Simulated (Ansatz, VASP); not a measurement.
# SnSe2: VASP beside Ansatz, part 3 of 3

Aim: how closely do two programs agree when they are given the same cell, functional and k mesh? The cell is taken from a series of VASP runs on this material, whose earlier steps may have relaxed, scaled or displaced it; both programs get it as it stands.

VASP 6.6.1 and Ansatz 0.2.0.

So far. Step 4 (Side by side): The forces differ by 6.9 meV/Å r.m.s., which is 6.9 % of the r.m.s. force of 0.10 eV/Å (both taken over all components). Among the levels compared at these points, filled levels agree within 34 meV and empty ones within 36 meV.

## 6. VASP: band structure, r2SCAN-EpsX with an exact-exchange share of 0.085

Level of this step: r2SCAN-EpsX, exact-exchange share 1/11.733; plane waves and PAW (Sn_d, Se) (VASP).

The same cell, functional, mesh and smearing now go to VASP, with its own data sets and cutoff.

The run reads the wave functions of an earlier VASP run, which isn't shown here.

INCAR reads:

```
SYSTEM = SnSe2
PREC = Accurate
ENCUT = 350
EDIFF = 1E-06
NELM = 100
ISMEAR = 0
SIGMA = 0.03
LREAL = .FALSE.
ALGO = Normal
LHFCALC = .TRUE.
AEXX = 0.085
METAGGA = R2SCAN
LASPH = .TRUE.
NBANDS = 19
PRECFOCK = Fast
HFRCUT = -1
LORBIT = 11
LWAVE = .FALSE.
LCHARG = .FALSE.
KPAR = 4
```

POSCAR reads:

```
SnSe2
1.0
    3.8108000000      0.0000000000      0.0000000000
   -1.9054000000      3.3002496087      0.0000000000
    0.0000000000      0.0000000000      6.1410000000
Sn Se
1 2
Direct
    0.0000000000      0.0000000000      0.0000000000
    0.6666666667      0.3333333333      0.7508000000
    0.3333333333      0.6666666667      0.2492000000
```

KPOINTS reads:

```
Automatic mesh
0
Gamma
4 4 3
0 0 0
```

KPOINTS_OPT reads:

```
Line mode
10
Line-mode
Reciprocal
  0.00000000   0.00000000   0.00000000 GAMMA
  0.50000000   0.00000000   0.00000000 M

  0.50000000   0.00000000   0.00000000 M
  0.33333333   0.33333333   0.00000000 K

  0.33333333   0.33333333   0.00000000 K
  0.00000000   0.00000000   0.00000000 GAMMA

  0.00000000   0.00000000   0.00000000 GAMMA
  0.00000000   0.00000000   0.50000000 A

  0.00000000   0.00000000   0.50000000 A
  0.50000000   0.00000000   0.50000000 L

  0.50000000   0.00000000   0.50000000 L
  0.33333333   0.33333333   0.50000000 H

  0.33333333   0.33333333   0.50000000 H
  0.00000000   0.00000000   0.50000000 A

  0.50000000   0.00000000   0.50000000 L
  0.50000000   0.00000000   0.00000000 M

  0.33333333   0.33333333   0.00000000 K
  0.33333333   0.33333333   0.50000000 H
```

Potentials, in the order of the species: Sn_d and Se (PBE family, release 64).

Command:

```
mpirun -np 4 vasp_std
```

Numbers of over 12 decimals in the logs are rounded to 6 here.

The log of the run:

```text
[banner, memory and clock lines left out]
running    4 mpi-ranks, on    1 nodes
[...]
|                                                                             |
|               ----> ADVICE to this user running VASP <----                  |
|                                                                             |
|     You enforced a specific xc type in the INCAR file but a different       |
|     [... a line on the potential file left out ...]
|     I HOPE YOU KNOW WHAT YOU ARE DOING!                                     |
|                                                                             |

 LDA part: xc-table for (None), standard interpolation
 found WAVECAR, reading the header
 POSCAR, INCAR and KPOINTS ok, starting setup
[...]
HFRCUT set to (new)   9.601039
 reading WAVECAR
 the WAVECAR file was read successfully
 initial charge from wavefunction
 entering main loop
       N       E                     dE             d eps       ncg     rms          rms(c)
[...]
DAV:  10    -0.523961672042E+02   -0.27717E-05   -0.12434E-06   269   0.105E-02    0.345E-02
DAV:  11    -0.523961680150E+02   -0.81084E-06   -0.83116E-07   195   0.881E-03
   1 F= -.52396168E+02 E0= -.52396168E+02  d E =-.612004E-16
 Start KPOINTS_OPT (optional k-point list driver)
k-point batch [1-9\90]
       N       E                     dE             ncg
DAV:   1    -0.981410406641E+02   -0.26475E+04      342
DAV:   2    -0.173359389115E+04   -0.16355E+04      388
DAV:   3    -0.191441568781E+04   -0.18082E+03      405
DAV:   4    -0.192087384424E+04   -0.64582E+01      408
DAV:   5    -0.192102750401E+04   -0.15366E+00      470
DAV:   6    -0.192103012679E+04   -0.26228E-02      436
DAV:   7    -0.192103021735E+04   -0.90559E-04      524
DAV:   8    -0.192103021808E+04   -0.73702E-06      348
[...]
k-point batch [82-90\90]
       N       E                     dE             ncg
DAV:   1    -0.230120062495E+03   -0.70645E+04      348
DAV:   2    -0.184990410315E+04   -0.16198E+04      359
DAV:   3    -0.202357373192E+04   -0.17367E+03      431
DAV:   4    -0.202893590822E+04   -0.53622E+01      473
DAV:   5    -0.202904830200E+04   -0.11239E+00      470
DAV:   6    -0.202905021841E+04   -0.19164E-02      484
DAV:   7    -0.202905024521E+04   -0.26803E-04      508
DAV:   8    -0.202905024548E+04   -0.26073E-06      388
```

OUTCAR, selected parts (step 6):

```text
 POSITION                                       TOTAL-FORCE (eV/Angst)
 -----------------------------------------------------------------------------------
      0.00000      0.00000      0.00000         0.000000      0.000000     -0.000000
      1.90540      1.10008      4.61066         0.000000     -0.000000     -0.315644
     -0.00000      2.20017      1.53034        -0.000000      0.000000      0.315644
 -----------------------------------------------------------------------------------
    total drift:                               -0.000000     -0.000000     -0.000001

  FREE ENERGIE OF THE ION-ELECTRON SYSTEM (eV)
  ---------------------------------------------------
  free  energy   TOTEN  =       -52.3961680150 eV

  energy  without entropy=      -52.3961680150  energy(sigma->0) =      -52.39616802

[... 2 parts as in an earlier step ...]

[... 1 further part left out ...]
[key lines of the parts left out:]
E-fermi :   3.7765
```

## 7. Comparison

What differs besides the data sets and the points named for the pairs above, as far as they apply: the cutoff is 500 eV in Ansatz and 350 eV in VASP. Total energies have different zeros and are not compared.

Compared:

| quantity | Ansatz | VASP | difference |
| --- | --- | --- | --- |
| gap over the path points (eV) | 1.441 | 1.446 | -0.005 |

Forces (eV/Å; atoms numbered as in POSCAR):

| atom | Ansatz x, y, z | VASP x, y, z |
| --- | --- | --- |
| Sn1 | 0.000, 0.000, 0.000 | 0.000, 0.000, 0.000 |
| Se2 | 0.000, 0.000, -0.308 | 0.000, 0.000, -0.316 |
| Se3 | 0.000, 0.000, 0.308 | 0.000, 0.000, 0.316 |

Levels at points of the path, from each program's valence-band top (eV; 4 filled, then empty):

| k (reciprocal lattice) | Ansatz | VASP |
| --- | --- | --- |
| 0.000 0.000 0.000 | -0.77 -0.43 -0.43 -0.05 1.93 3.88 5.53 | -0.79 -0.45 -0.45 -0.04 1.93 3.89 5.53 |
| 0.444 0.000 0.000 | -3.14 -2.83 -1.14 -0.34 1.84 4.77 6.39 | -3.13 -2.84 -1.13 -0.35 1.85 4.77 6.39 |
| 0.389 0.222 0.000 | -3.74 -3.15 -1.66 -1.35 2.21 6.81 7.07 | -3.75 -3.14 -1.66 -1.35 2.21 6.80 7.07 |
| 0.185 0.185 0.000 | -3.77 -1.75 -1.50 -0.30 2.83 6.10 6.49 | -3.77 -1.75 -1.50 -0.30 2.83 6.10 6.49 |
| 0.074 0.074 0.000 | -1.80 -0.65 -0.49 0.00 2.93 4.75 5.16 | -1.80 -0.66 -0.49 0.00 2.92 4.75 5.16 |
| 0.000 0.000 0.111 | -0.79 -0.41 -0.41 -0.37 2.17 3.88 5.49 | -0.80 -0.43 -0.43 -0.36 2.18 3.89 5.49 |
| 0.000 0.000 0.500 | -0.87 -0.87 -0.28 -0.28 3.27 3.87 5.24 | -0.89 -0.89 -0.29 -0.29 3.27 3.88 5.24 |
| 0.444 0.000 0.500 | -2.65 -2.11 -0.94 -0.74 1.57 5.19 5.85 | -2.66 -2.11 -0.93 -0.75 1.58 5.19 5.85 |
| 0.389 0.222 0.500 | -4.17 -3.36 -0.58 -0.41 2.94 5.72 5.92 | -4.16 -3.36 -0.58 -0.41 2.94 5.72 5.92 |
| 0.185 0.185 0.500 | -3.17 -2.23 -0.89 -0.89 2.96 5.57 6.82 | -3.17 -2.23 -0.89 -0.89 2.96 5.57 6.82 |

The forces differ by 3.5 meV/Å r.m.s., which is 2.4 % of the r.m.s. force of 0.15 eV/Å (both taken over all components). Among the levels compared at these points, filled levels agree within 16 meV and empty ones within 11 meV.

## 8. Summary of results

```json
{
 "difference in gap over the path points (band structure, PBE0)": "-0.011 eV",
 "r.m.s. force difference (band structure, PBE0)": "6.9 meV/Å",
 "difference in gap over the path points (band structure, r2SCAN-EpsX with an exact-exchange share of 0.085)": "-0.0050 eV"
}
```

The r.m.s. force difference is 6.9 meV/Å (band structure, PBE0), within the 12 meV/Å picked in this series as the mark of a large difference. How closely two codes agree says nothing of how well the functional describes the real material.

[Lines on the potential files, build, host, timing and source positions are cut from VASP's logs without a mark.]

[Logs are printed without paths, hosts, clocks, repeated set-up lines and the standing remarks that a program may print on its own settings, such as how far it seeks lower states.]

[Hosts, paths, dates, database ids (printed as entryN), source tags and the programs' standing remarks are cut or masked in the printed files.]
